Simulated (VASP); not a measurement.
An input for Quantum ESPRESSO's pw.x (written as the equivalent of a VASP run, and not itself run):

```
&CONTROL
  calculation = 'scf'
  pseudo_dir = './pseudo'
  outdir = './out'
  tprnfor = .true.
  tstress = .true.
/
&SYSTEM
  ibrav = 0
  nat = 2
  ntyp = 1
  ecutwfc = 74
  occupations = 'smearing'
  smearing = 'methfessel-paxton'
  degauss = 0.00735
  input_dft = 'pbe'
/
&ELECTRONS
  conv_thr = 7.3e-08
  electron_maxstep = 100
/
ATOMIC_SPECIES
  Os 190.230 Os.upf
CELL_PARAMETERS angstrom
     1.3923000   -2.4115340    0.0000000
     1.3923000    2.4115340    0.0000000
     0.0000000    0.0000000    4.4064000
ATOMIC_POSITIONS crystal
  Os   0.3333330  0.6666670  0.2500000
  Os   0.6666670  0.3333330  0.7500000
K_POINTS automatic
  14 14 8 0 0 0
```

Problem. Translate this input to VASP (INCAR, KPOINTS, POSCAR, choice of POTCAR).

Solution. One answer among several that fit: 
File KPOINTS:
```
kpoints
0
Gamma
 14 14 8
```

File POSCAR:
```
Os
1
    1.3923000000    -2.4115340000     0.0000000000
    1.3923000000     2.4115340000     0.0000000000
    0.0000000000     0.0000000000     4.4064000000
Os
2
Direct
  0.3333330000   0.6666670000   0.2500000000
  0.6666670000   0.3333330000   0.7500000000
```

### INCAR
```
ALGO  =  Normal
EDIFF  =  1E-6
ENCUT  =  520
GGA  =  PE
ISIF  =  2
ISMEAR  =  1
LASPH  =  .TRUE.
LCHARG  =  .FALSE.
LMAXMIX  =  6
LREAL  =  .FALSE.
LWAVE  =  .FALSE.
NELM  =  100
PREC  =  Accurate
SIGMA  =  0.1
SYSTEM  =  Os
```

POTCAR, in this order: Os (PBE.64 set). Program: vasp_std.

Limits of the translation: the potentials are each code's own (VASP's PAW set, PseudoDojo norm-conserving files in pw.x), so ENCUT and ecutwfc are chosen apart and not converted; conv_thr bounds pw.x's estimated SCF error, while EDIFF bounds the energy change between steps.

The compound is Os in the hcp structure. The cell was not relaxed at this level. The run is one of a series of settings (ENCUT = 520 against the base run), some of them coarse on purpose.
